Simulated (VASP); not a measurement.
Given:

```xyz
5
Lattice="4.8692 0.0000 0.0000 -2.4346 4.2168 0.0000 0.0000 0.0000 7.5869" Properties=species:S:1:pos:R:3 pbc="T T T"
Er     0.0000     2.8112     1.8717
Er     2.4346     1.4056     5.7152
Te     0.0000     0.0000     0.0000
Te     0.0000     2.8112     4.9087
Te     2.4346     1.4056     2.6782
```

Calculation: PBE GGA, VASP's PBE PAW potentials (set 64) (plane waves; VASP). Numerical set-up: 400 eV cut-off, 5×5×3 Γ-centred mesh, first-order Methfessel-Paxton smearing of 0.10 eV, potentials Er_3 Te.

The 4f electrons are frozen in the core of the lanthanide potential, so 4f levels, which can set the real gap, and their magnetism are missing.

Give the force on each atom (eV/Å).

```csv
atom,Fx,Fy,Fz
Er1,0.000,0.000,-0.720
Er2,0.000,0.000,0.720
Te3,0.000,0.000,0.000
Te4,0.000,0.000,-0.081
Te5,0.000,0.000,0.081
```

Give the stress tensor in GPa (positive for a compressed cell).

```
3.67  0.00  0.00
0.00  3.67  0.00
0.00  0.00  4.80
```
The pressure is its mean diagonal, 4.05 GPa.

The structure was generated: Er2Te3 was put into the A-La2O3 type (P-3m1), which need not be its known phase. The cell was not relaxed at this level. The run is one of a series of settings (ISMEAR = 1, SIGMA = 0.1 against the base run), some of them coarse on purpose.
